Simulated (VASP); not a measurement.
```yaml
crystal:
  lattice:
    - [2.31702, 0.00000, 0.00000]
    - [0.00000, 2.31702, 0.00000]
    - [0.00000, 0.00000, 2.31702]
  atoms:
    - { symbol: Co, position: [0.00000, 0.00000, 0.00000], spin: 3.0 }
```

The base run (VASP): PBE GGA, plane waves, VASP's PBE PAW potentials (set 64). Numerical set-up: 400 eV cut-off, 14×14×14 Γ-centred mesh, first-order Methfessel-Paxton smearing of 0.10 eV, potentials Co.

One setting is varied; ΔE counts from the base run. The base run took about 20 core-seconds. Times come from single runs on busy shared machines, so they are rough: good to a factor of about 2.

Pressures at a finite cut-off, here 400 eV, hold a Pulay part, which wasn't tested here.

```csv
setting,cost over the base run,electronic steps,ΔE (meV/atom),pressure (GPa)
base run,reference,13,0.0,3.38
ISYM = 1,within a factor of 2,13,0.0,3.38
SYMPREC = 1E-3,within a factor of 2,13,0.0,3.38
ISYM = 0,about 10 times,13,0.0,3.38
```

Left out are runs that failed, have no time on record or changed the cell.

The structure was generated: Co was put into the simple-cubic type (Pm-3m), which need not be its known phase. The cell was not relaxed at this level.
